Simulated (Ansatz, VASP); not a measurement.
**Cs2NaAlH6: VASP beside Ansatz**

One calculation is typed for both programs; each brings its own data sets. How far apart do they land? The cell is taken from a series of runs on this material, whose earlier steps may have relaxed, scaled, displaced or heated it; both programs get it as it stands.

Program: Ansatz 0.2.0. Level of theory: plane waves, with VASP 6.6.1 beside it; G0W0 gap at LDA. Results are calculated unless marked as measured.

### 1. Set-up

The structure is cubic, space group Fm-3m (No. 225). The conventional cell has a = 8.626 Å, b = 8.626 Å, c = 8.626 Å, α = 90.00°, β = 90.00°, γ = 90.00°. Nearest to Cs lie 12 H at 3.07 Å. Nearest to Na lie 6 H at 2.51 Å. Al has 6 H at 1.80 Å nearest. H has 1 Al at 1.80 Å and 1 Na at 2.51 Å and 4 H at 2.55 Å and 4 Cs at 3.07 Å nearest. Farther neighbours are not listed.

### 2. Ansatz: G0W0 gap, LDA

Ansatz runs on its default PAW (the set named soft_2) files.

Quasiparticle shifts depend on high empty states and on the cores, so they are the hardest test of two PAW sets.

input.yaml

```yaml
crystal:
  lattice:
    - [0.0, 4.312959, 4.312959]
    - [4.312959, 0.0, 4.312959]
    - [4.312959, 4.312959, 0.0]
  atoms:
    - { symbol: Cs, position: [0.25, 0.25, 0.25] }
    - { symbol: Cs, position: [0.75, 0.75, 0.75] }
    - { symbol: Na, position: [0.5, 0.5, 0.5] }
    - { symbol: Al, position: [0.0, 0.0, 0.0] }
    - { symbol: H, position: [0.208755, 0.791245, 0.791245] }
    - { symbol: H, position: [0.208755, 0.791245, 0.208755] }
    - { symbol: H, position: [0.791245, 0.208755, 0.791245] }
    - { symbol: H, position: [0.791245, 0.791245, 0.208755] }
    - { symbol: H, position: [0.208755, 0.208755, 0.791245] }
    - { symbol: H, position: [0.791245, 0.208755, 0.208755] }
kpoints:
  mp_grid: { grid: [2, 2, 2] }
hamiltonian:
  xc: lda
scf:
  occupations: { method: fixed }
gw:
  n_empty_bands: 106
  ecut_chi: 114.29
  qp_bands: [v2, c2]
  qp_kpoints: [[0.5, 0.5, 0.0], [0.0, 0.0, 0.0]]
  screening: { model: contour_deformation }
```

On the command line:

```console
ansatz run input.yaml --threads 4 --pin off --max-ram 5529MiB --backend cpu --events-out ev --progress --plain --runs-dir out
```

Numbers of over 12 decimals in the logs are rounded to 6 here.

Log:

```text
Engine: ansatz 0.2.0, aarch64-unknown-linux-gnu
Pseudopotentials: kind: paw
Pseudopotential: Cs, paw, valence charge 9, recommended cutoff 420 eV (normal), Cs.paw.azcp
Pseudopotential: Na, paw, valence charge 9, recommended cutoff 420 eV (normal), Na.paw.azcp
Pseudopotential: Al, paw, valence charge 3, recommended cutoff 420 eV (normal), Al.paw.azcp
Pseudopotential: H, paw, valence charge 1, recommended cutoff 420 eV (normal), H.paw.azcp
Functional definition: SPW92
  exchange = slater_x
  correlation = pw_c
Crystal: 10 atoms, lattice volume = 160.456 Å³
Basis set: ecut = 420 eV, 3119 PW (Γ)
Bands: 28, of which v1, the nominal top of the filled ones, is band 18 counted from 1 (17 counted from 0)
Symmetry: 48 space group operations
Space group: Fm-3m (ITA 225), of the structure as read, at distance tolerance 5.4e-5 Å
k-points: 3 of 8
Non-local potential: Cs, projectors of the file, l = 0: 3, l = 1: 2, l = 2: 2, l = 3: 2
Non-local potential: Na, projectors of the file, l = 0: 3, l = 1: 2, l = 2: 1
Non-local potential: Al, projectors of the file, l = 0: 2, l = 1: 2, l = 2: 1
Non-local potential: H, projectors of the file, l = 0: 2, l = 1: 1
PAW form: soft (Blöchl's): semilocal exchange-correlation on the pseudo side does not see the compensation charge
PAW frozen core: Cs, regenerated for the run's functional, and the local potential with it (the file was generated under x = pbe(κ = 0.804, μ = 0.219515), c = pbe(β = 0.066725))
PAW frozen core: Na, regenerated for the run's functional, and the local potential with it (the file was generated under x = pbe(κ = 0.804, μ = 0.219515), c = pbe(β = 0.066725))
PAW frozen core: Al, regenerated for the run's functional, and the local potential with it (the file was generated under x = pbe(κ = 0.804, μ = 0.219515), c = pbe(β = 0.066725))
PAW one-centre angular grid: Cs, 194 points (default); XC on 64 Gauss nodes
PAW one-centre angular grid: Na, 110 points (default); XC on 64 Gauss nodes
PAW one-centre angular grid: Al, 110 points (default); XC on 64 Gauss nodes
PAW one-centre angular grid: H, 110 points (default); XC on 64 Gauss nodes
Initial density: superposition of atomic densities (neutral atoms: chi_scale 0, normalization atom), corrected by the library's trained network
Initial wavefunctions: pseudopotential atomic-orbital guess
Functional: x = slater, c = lda
SCF iter   1: F=—  HF=-13085.751420 eV  |F-HF|=—  |Δ(HF+E_count)|=         —  Δρ=8.56e-3  dr2=9.64e-2  ethr=1.77e-3  ⟨swp⟩=4.7  Hψ=332  notcnv=0  defer=17
preconditioner: auto → Resta (q_TF=auto, 2.127 Å⁻¹)  ε∞=2.9  [insulator: Δε(μ)=1.581 eV  Ē_g=10.430 eV  n_scr=26 (ndim 8)  ℏωp=14.4 eV  f_vac=0.000  ε∞_Penn≈2.9]
SCF iter   2: F=—  HF=-13085.715445 eV  |F-HF|=—  |Δ(HF+E_count)|=   3.60e-2  Δρ=3.46e-3  dr2=1.72e-2  ethr=2.68e-4  ⟨swp⟩=2.3  Hψ=150  notcnv=0  defer=22
SCF iter   3: F=—  HF=-13085.708993 eV  |F-HF|=—  |Δ(HF+E_count)|=   6.45e-3  Δρ=3.45e-4  dr2=1.92e-4  ethr=4.78e-5  ⟨swp⟩=2.0  Hψ=110  notcnv=0  defer=22
SCF iter   4: F=—  HF=-13085.709001 eV  |F-HF|=—  |Δ(HF+E_count)|=   8.30e-6  Δρ=1.32e-4  dr2=2.70e-5  ethr=5.33e-7  ⟨swp⟩=2.0  Hψ=112  notcnv=0  defer=22
SCF iter   5: F=—  HF=-13085.709003 eV  |F-HF|=—  |Δ(HF+E_count)|=   1.90e-6  Δρ=1.37e-5  dr2=4.01e-7  ethr=7.49e-8  ⟨swp⟩=1.0  Hψ=78  notcnv=0  defer=14
SCF iter   6: F=-13085.709003 eV  HF=-13085.709003 eV  |F-HF|=4.81e-9  |Δ(HF+E_count)|=   5.32e-8  Δρ=3.18e-6  dr2=1.02e-8  ethr=2.78e-10  ⟨swp⟩=12.3  Hψ=516  notcnv=0
SCF 1 converged in 6 iterations: F = -13085.709003 eV  dr2 = 1.02e-8
  greatest PAW one-centre occupation: 0.999 electrons in one spin orbital (limit 2), on the Na atom at site 2 (counted from 0), in its partial waves of l = 0
NSCF: frozen V_eff on 3 k-points
G₀W₀ screening: q 1/3
[... further progress lines ...]
NSCF: frozen V_eff on 1 k-points
NSCF: frozen V_eff on 1 k-points
SCF converged after 6 iterations
Free energy (F): -13085.709003 eV
Harris-Foulkes:  -13085.709003 eV  (|F-HF|=4.81e-9)
Internal energy: -13085.709003 eV  (E = F + TS)
E sigma→0 (E₀):  -13085.709003 eV
Fermi energy:    3.413874 eV
--- Per-component energies (eV) ---
  E_band       = -316.674077
  E_kinetic    = 509.901945
  E_local      = -1869.026993  (includes V_loc(G=0)·N_el)
  E_nonlocal   = 199.419992
  E_hartree    = 669.800102
  E_xc         = -477.172836
  E_vxc        = -402.829243  (∫ρ·V_xc dr)
  E_paw        = -10496.063386  (= ΣΔE_a)
  E_vpaw       = -93.732330  (= ΣTr[D̂ρ^β])
  E_aug_tail   = -0.006740  (compensation charges beyond the density's cutoff)
  E_ewald      = -1623.298806
  E_core_change = 0.737719  (= ΣΔE_core)
  E_smearing   = -0.000000  (= −TS)
  E_closure    = -0.000000  (closes the sum)
  Σ components = -13085.709003   (vs F -13085.709003, Δ=0.00e0)
--- Band table (eV) ---
  k-point 0: bands = [... 14 lower, 0.9765, 0.9765, 2.9438, 2.9438, 5.1372, 8.9408, 8.9408, 8.9408, ... 6 higher]
  k-point 1: bands = [... 14 lower, 1.4793, 1.4793, 2.9664, 2.9664, 6.5398, 7.0566, 8.7950, 8.7950, ... 6 higher]
  k-point 2: bands = [... 14 lower, 1.8223, 1.8223, 2.2880, 3.4139, 6.8235, 7.7493, 8.0417, 8.0417, ... 6 higher]
--- G₀W₀: contour deformation, 6 samples at zero and on the imaginary axis and 1 off it, 8 q-points, 106 empty bands' worth ---
  eigenvalues of the whole cell's RPA ε∞ on this k-mesh (on a slab, of 1 + 4πα/V) = 4.4303, 4.4303, 4.4303; static W/v taken at q = 0 is 0.225716
  bands read: the sum over 124 bands ends inside a degenerate multiplet in 1 slot, whose members it reads at an even weight; the widest, k=0: bands 124 to 126 (counted from 1) at 1/3 each
    ik  band        ε_KS         Σx   Σc(E_QP)       V_xc       Z   E_QP_lin       E_QP  E_QP is
     0    17      2.9438   -13.8081     2.4735   -10.4687  0.7586     2.0634     2.0779  root
     0    18      2.9438   -13.8081     2.4735   -10.4687  0.7586     2.0634     2.0779  root
     0    19      5.1372    -4.9802    -3.3585    -9.3556  0.8022     6.1699     6.1541  root
     0    20      8.9408    -4.9448    -3.8238    -9.8738  0.7846    10.0719    10.0459  root
     2    17      2.2880   -14.1601     2.4764   -10.8723  0.7569     1.4630     1.4766  root
     2    18      3.4139   -14.3704     2.5866   -10.8649  0.7579     2.4794     2.4951  root
     2    19      6.8235    -4.2767    -3.6168    -8.9409  0.8082     7.8893     7.8708  root
     2    20      7.7493    -4.3044    -3.6979    -9.1058  0.8043     8.8750     8.8528  root
```

### 3. VASP: G0W0 gap, LDA

The same cell, functional (in two slightly different forms) and mesh now go to VASP, with its own data sets.

Lines of VASP's logs that name or quote its potential files are left out, and so is its time.

The run reads the wave functions of an earlier VASP run, which isn't shown here.

INCAR

```
SYSTEM = Cs2NaAlH6
PREC = Accurate
ENCUT = 400
ISMEAR = 0
SIGMA = 0.01
LREAL = .FALSE.
GGA = CA
NBANDS = 124
ALGO = EVGW0
NELMGW = 1
ENCUTGW = 114.29
NOMEGA = 64
PRECFOCK = Fast
NBANDSGW = 26
LWAVE = .FALSE.
LCHARG = .FALSE.
```

POSCAR

```
Cs2NaAlH6
1.0
    0.0000000000      4.3129590000      4.3129590000
    4.3129590000      0.0000000000      4.3129590000
    4.3129590000      4.3129590000      0.0000000000
Cs Na Al H
2 1 1 6
Direct
    0.2500000000      0.2500000000      0.2500000000
    0.7500000000      0.7500000000      0.7500000000
    0.5000000000      0.5000000000      0.5000000000
    0.0000000000      0.0000000000      0.0000000000
    0.2087550000      0.7912450000      0.7912450000
    0.2087550000      0.7912450000      0.2087550000
    0.7912450000      0.2087550000      0.7912450000
    0.7912450000      0.7912450000      0.2087550000
    0.2087550000      0.2087550000      0.7912450000
    0.7912450000      0.2087550000      0.2087550000
```

KPOINTS

```
Automatic mesh
0
Gamma
2 2 2
0 0 0
```

Potentials, in the order of the species: Cs_sv_GW, Na_sv_GW, Al_GW and H_GW (LDA family, release 64).

On the command line:

```console
export OMP_NUM_THREADS=3
mpirun -np 1 vasp_std
```

Log:

```text
[banner, memory and clock lines left out]
running    1 mpi-ranks, on    1 nodes
 distrk:  each k-point on    1 cores,    1 groups
 distr:  one band on    1 cores,    1 groups
 Offloading initialized ...    1 GPUs detected
 POSCAR found type information on POSCAR CsNaAlH
 POSCAR found :  4 types and      10 ions
|                                                                             |
|           W    W    AA    RRRRR   N    N  II  N    N   GGGG   !!!           |
|           W    W   A  A   R    R  NN   N  II  NN   N  G    G  !!!           |
|           W    W  A    A  R    R  N N  N  II  N N  N  G       !!!           |
|           W WW W  AAAAAA  RRRRR   N  N N  II  N  N N  G  GGG   !            |
|           WW  WW  A    A  R   R   N   NN  II  N   NN  G    G                |
|           W    W  A    A  R    R  N    N  II  N    N   GGGG   !!!           |
|                                                                             |
|     The default for ENCUTGWSOFT is different in this version of VASP.       |
|     please manually set ENCUTGWSOFT =114.29 in the INCAR file.              |
|                                                                             |

 LDA part: xc-table for (Slater(with rela. corr.)+CA(PZ))
 , standard interpolation
 found WAVECAR, reading the header
 POSCAR, INCAR and KPOINTS ok, starting setup
 FFT: planning ... GRIDC
 FFT: planning ... GRID_SOFT
 FFT: planning ... GRID
 reading WAVECAR
 the WAVECAR file was read successfully
 initial charge from wavefunction
 available memory per node:   1662.58 GB, setting MAXMEM to   1702480

 The Fermi energy was updated, please check that it is located mid-gap
 values below the HOMO (VB) or above the LUMO (CB) will cause erroneous energies
 E-fermi :   2.1400

 calculate exact exchange contribution
 the WAVEDER file was read successfully
energies w=
    0.000    0.000    0.741    0.000    1.481    0.000    2.218    0.000
    2.950    0.000    3.675    0.000    4.394    0.000    5.104    0.000
    5.806    0.000    6.499    0.000    7.182    0.000    7.855    0.000
    8.520    0.000    9.176    0.000    9.823    0.000   10.463    0.000
   11.096    0.000   11.723    0.000   12.346    0.000   12.964    0.000
   13.581    0.000   14.195    0.000   14.810    0.000   15.426    0.000
   16.045    0.000   16.668    0.000   17.297    0.000   17.934    0.000
   18.580    0.000   19.238    0.000   19.910    0.000   20.597    0.000
   21.304    0.000   22.031    0.000   22.784    0.000   23.564    0.000
   24.377    0.000   25.226    0.000   26.116    0.000   27.054    0.000
   28.046    0.000   29.099    0.000   30.223    0.000   31.428    0.000
   32.726    0.000   34.132    0.000   35.664    0.000   37.343    0.000
   39.196    0.000   41.254    0.000   43.559    0.000   46.161    0.000
   49.126    0.000   52.540    0.000   56.518    0.000   61.213    0.000
   66.844    0.000   73.719    0.000   82.300    0.000   93.308    0.000
  107.926    0.000  128.253    0.000  158.390    0.000  207.594    0.000
 responsefunction array rank=     459
 LDA part: xc-table for (Slater(with rela. corr.)+CA(PZ))
 , standard interpolation

 min. memory requirement per mpi rank    610.7 MB, per node    610.7 MB

 allocating  64 responsefunctions rank=   459
 shmem allocating  64 responsefunctions rank=   459
 response function shared by NCSHMEM nodes    1
 Doing            64  frequencies on each core in blocks of            64
NQ=   1    0.0000    0.0000    0.0000,
|.........|.........|.........|.........|.........|.........|.........|.........
 performed         49000 updates of chi_q(r,r)
 total number of BLAS operations         84.06 Gflops
NQ=   2    0.5000    0.0000    0.0000,
|.........|.........|.........|.........|.........|.........|.........|.........
 performed        131000 updates of chi_q(r,r)
 total number of BLAS operations        207.79 Gflops
NQ=   3    0.5000    0.5000    0.0000,
|.........|.........|.........|.........|.........|.........|.........|.........
 performed        206000 updates of chi_q(r,r)
 total number of BLAS operations        327.12 Gflops
 resolving degeneracies of screened two electron integrals

 calculate QP shifts <psi_nk| G(iteration)W_0 |psi_nk>: iteration 1
 entering main loop
```

OUTCAR, selected parts (step 3):

```text
ion  position               nearest neighbor table
   1  0.250  0.250  0.250-
   2  0.750  0.750  0.750-
   3  0.500  0.500  0.500-
   4  0.000  0.000  0.000-   5 1.80   6 1.80   7 1.80   8 1.80   9 1.80  10 1.80
   5  0.209  0.791  0.791-   4 1.80
   6  0.209  0.791  0.209-   4 1.80
   7  0.791  0.209  0.791-   4 1.80
   8  0.791  0.791  0.209-   4 1.80
   9  0.209  0.209  0.791-   4 1.80
  10  0.791  0.209  0.209-   4 1.80

  LATTYP: Found a face centered cubic cell.
 ALAT       =     8.6259180000

 Subroutine GETGRP returns: Found 48 space group operations
 (whereof 48 operations were pure point group operations)

The static configuration has the point symmetry O_h .

 Found      3 irreducible k-points:

   k-points           NKPTS =      3   k-points in BZ     NKDIM =      8   number of bands    NBANDS=    124

   dimension x,y,z NGX =    40 NGY =   40 NGZ =   40
   dimension x,y,z NGXF=    80 NGYF=   80 NGZF=   80

   ENCUT  =  400.0 eV  29.40 Ry    5.42 a.u.   9.95  9.95  9.95*2*pi/ulx,y,z

   NELECT =      36.0000    total number of electrons

  energy-cutoff  :      400.00
  volume of cell :      160.46
      direct lattice vectors                 reciprocal lattice vectors
     0.000000000  4.312959000  4.312959000    -0.115929690  0.115929690  0.115929690
     4.312959000  0.000000000  4.312959000     0.115929690 -0.115929690  0.115929690
     4.312959000  4.312959000  0.000000000     0.115929690  0.115929690 -0.115929690

 k-points in reciprocal lattice and weights: Automatic mesh
   0.00000000  0.00000000  0.00000000       0.125
   0.50000000  0.00000000  0.00000000       0.500
   0.50000000  0.50000000  0.00000000       0.375

 E-fermi :   2.1400

 QP shifts <psi_nk| G(iteration)W_0 |psi_nk>: iteration 1
 for sc-GW calculations column KS-energies equals QP-energies in previous step
 and V_xc(KS)=  KS-energies - (<T + V_ion + V_H > + <T+V_H+V_ion>^1  + <V_x>^1)
 k-point   1 :       0.0000    0.0000    0.0000
  band No.  KS-energies  QP-energies   sigma(KS)   V_xc(KS)     V^pw_x(r,r')   Z            occupation Imag(sigma)
    ...
     15      -1.1667      -2.1329     -11.5514     -10.2397     -14.3669       0.7366       2.0000       0.2825
     16      -1.1667      -2.1329     -11.5514     -10.2397     -14.3669       0.7366       2.0000       0.2825
     17       0.8102      -0.0702     -11.4918     -10.3276     -13.6441       0.7561       2.0000       0.1928
     18       0.8102      -0.0702     -11.4918     -10.3276     -13.6441       0.7561       2.0000       0.1928
     19       2.9973       4.0812      -6.8820      -8.2454      -3.8530       0.7950       0.0000      -0.1643
     20       6.7853       7.9734      -7.2112      -8.7257      -3.7963       0.7845       0.0000      -0.2234
     21       6.7853       7.9734      -7.2112      -8.7257      -3.7963       0.7845       0.0000      -0.2234
     22       6.7853       7.9734      -7.2112      -8.7257      -3.7963       0.7845       0.0000      -0.2234
    ...

 k-point   2 :       0.5000    0.0000    0.0000
  band No.  KS-energies  QP-energies   sigma(KS)   V_xc(KS)     V^pw_x(r,r')   Z            occupation Imag(sigma)
    ...
     15      -0.6620      -1.5889     -11.9198     -10.6691     -14.6101       0.7411       2.0000       0.2516
     16      -0.6620      -1.5889     -11.9198     -10.6691     -14.6101       0.7411       2.0000       0.2516
     17       0.8321      -0.0702     -11.7562     -10.5678     -13.9650       0.7592       2.0000       0.1939
     18       0.8321      -0.0702     -11.7562     -10.5678     -13.9650       0.7592       2.0000       0.1939
     19       4.3922       5.5041      -6.9998      -8.4009      -3.8472       0.7936       0.0000      -0.1842
     20       4.9145       6.0321      -7.0372      -8.4444      -3.7767       0.7942       0.0000      -0.1851
     21       6.6414       7.9006      -7.1487      -8.7371      -3.7505       0.7928       0.0000      -0.2048
     22       6.6414       7.9006      -7.1487      -8.7371      -3.7505       0.7928       0.0000      -0.2048
    ...

 k-point   3 :       0.5000    0.5000    0.0000
  band No.  KS-energies  QP-energies   sigma(KS)   V_xc(KS)     V^pw_x(r,r')   Z            occupation Imag(sigma)
    ...
     15      -0.3170      -1.2240     -12.3126     -11.0982     -14.9455       0.7469       2.0000       0.2345
     16      -0.3170      -1.2240     -12.3126     -11.0982     -14.9455       0.7469       2.0000       0.2345
     17       0.1535      -0.6812     -11.3396     -10.2415     -13.5143       0.7602       2.0000       0.2032
     18       1.2827       0.3429     -12.0356     -10.7948     -14.2768       0.7574       2.0000       0.1903
     19       4.6797       5.7931      -6.6883      -8.0785      -3.4141       0.8009       0.0000      -0.1789
     20       5.5946       6.7712      -6.7720      -8.2481      -3.4480       0.7971       0.0000      -0.1908
     21       5.8868       7.0388      -7.0942      -8.5487      -3.8065       0.7920       0.0000      -0.1991
     22       5.8868       7.0388      -7.0942      -8.5487      -3.8065       0.7920       0.0000      -0.1991
    ...
```

### 4. Differences

Known differences besides the potentials themselves: the two LDA forms differ slightly; fixed occupations in Ansatz, narrow Gaussian smearing in VASP; the cutoff is 420 eV in Ansatz and 400 eV in VASP; VASP's log shows a relativistic correction to its local exchange, Ansatz's none; Ansatz integrates over frequency by contour deformation, VASP on a grid of NOMEGA points; Ansatz's G0W0 levels solve the quasiparticle equation, VASP's are linearised. Total energies have different zeros and are not compared.

The two programs side by side:

```csv
quantity,Ansatz,VASP,difference
G0W0 gap on the mesh (eV),3.66,3.74,-0.08
Kohn-Sham gap under it (eV),1.72,1.71,+0.01
```

### 5. What came out

```yaml
difference_in_g0w0_gap_on_the_mesh_g0w0_gap_lda: -0.079 eV
```

**Reading.** The difference in G0W0 gap on the mesh is -0.079 eV (G0W0 gap, LDA). How closely two codes agree says nothing of how well the functional describes the real material.

[Lines on the potential files, build, host, timing and source positions are cut from VASP's logs without a mark.]

[Logs are printed without paths, hosts, clocks, repeated set-up lines and the standing remarks that a program may print on its own settings, such as how far it seeks lower states.]

[Hosts, paths, dates, database ids (printed as entryN), source tags and the programs' standing remarks are cut or masked in the printed files.]
